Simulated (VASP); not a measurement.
Input for VASP

File KPOINTS:
```
Regular mesh
0
G
  6 6 6
```

INCAR:
```
SYSTEM = Na2S
PREC = Accurate
ENCUT = 500
EDIFF = 1E-6
NELM = 100
ALGO = Normal
LREAL = .FALSE.
LASPH = .TRUE.
ISMEAR = 0
SIGMA = 0.05
GGA = PE
LWAVE = .FALSE.
LCHARG = .FALSE.
IBRION = 2
ISIF = 3
NSW = 40
EDIFFG = -0.02
```

### POSCAR
```
Na2S
1.0
  0.0000000000   3.2744410634   3.2744410634
  3.2744410634   0.0000000000   3.2744410634
  3.2744410634   3.2744410634   0.0000000000
Na S
2 1
Cart
  1.6372205317   1.6372205317   1.6372205317
  4.9116615951   4.9116615951   4.9116615951
  3.2744410634   3.2744410634   0.0000000000
```

POTCAR, in this order: Na_pv S (PBE.64 set). Program: vasp_std.

Task: Translate this PBE calculation to Ansatz.

Result: One equivalent input (not run):
Ansatz 0.2 input:
```yaml
crystal:
  lattice:
    - [0.0000000, 3.2744411, 3.2744411]
    - [3.2744411, 0.0000000, 3.2744411]
    - [3.2744411, 3.2744411, 0.0000000]
  atoms:
    - { symbol: Na, position: [0.2500000, 0.2500000, 0.2500000] }
    - { symbol: Na, position: [0.7500000, 0.7500000, 0.7500000] }
    - { symbol: S, position: [0.0000000, 0.0000000, 1.0000000] }
kpoints:
  mp_grid: { grid: [6, 6, 6] }
hamiltonian:
  xc: pbe
  pseudopotentials: { kind: paw }
scf:
  occupations: { method: gaussian, width: 0.05 }
  max_iter: 100
relax:
  max_steps: 40
  f_tol: 0.02
  cell: {}
output: { forces: true, stress: true, eigenvalues: true }
```
What does not carry over: each code has its own PAW files, so the cut-off isn't converted (ENCUT is set for VASP's; basis.ecutwfc is left out, and Ansatz then takes the one that its files recommend); Ansatz stops its SCF on the density residual and VASP on the energy change (EDIFF).

The compound is Na2S in the antifluorite structure. This run relaxes it. Symmetry was kept, so distortions that lower it aren't found.
